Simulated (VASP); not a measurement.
```
CELL_PARAMETERS angstrom
      3.94438     0.00000     0.00000
      0.00000     3.94438     0.00000
      0.00000     0.00000     3.94438
ATOMIC_POSITIONS crystal
  K  0.00000 0.00000 0.00000
  Mg 0.50000 0.50000 0.50000
  F  0.50000 0.00000 0.50000
  F  0.00000 0.50000 0.50000
  F  0.50000 0.50000 0.00000
```

All values below come from MS2 meta-GGA, VASP's PBE PAW potentials (set 64) (plane waves; VASP). Settings: 520 eV cut-off, 6×6×6 Γ-centred mesh, Gaussian smearing of 0.050 eV, potentials K_sv Mg F.

Problem. Estimate the energy per atom (σ→0), pressure, band gap (on the k-mesh) with the smallest direct gap where there is one.

Solution. 
```
Item                                         Result
-----------------------------------  --------------
band gap (on the k-mesh)                    8.07 eV
smallest direct gap (on the k-mesh)         8.40 eV
energy per atom (σ→0)                -8.220 eV/atom
pressure                                   2.40 GPa
```

The absolute energy has meaning only against runs of the same code, potentials and settings.

The compound is KMgF3 in the cubic perovskite structure. This cell is one point of a volume scan, at 0.97 of the reference volume.
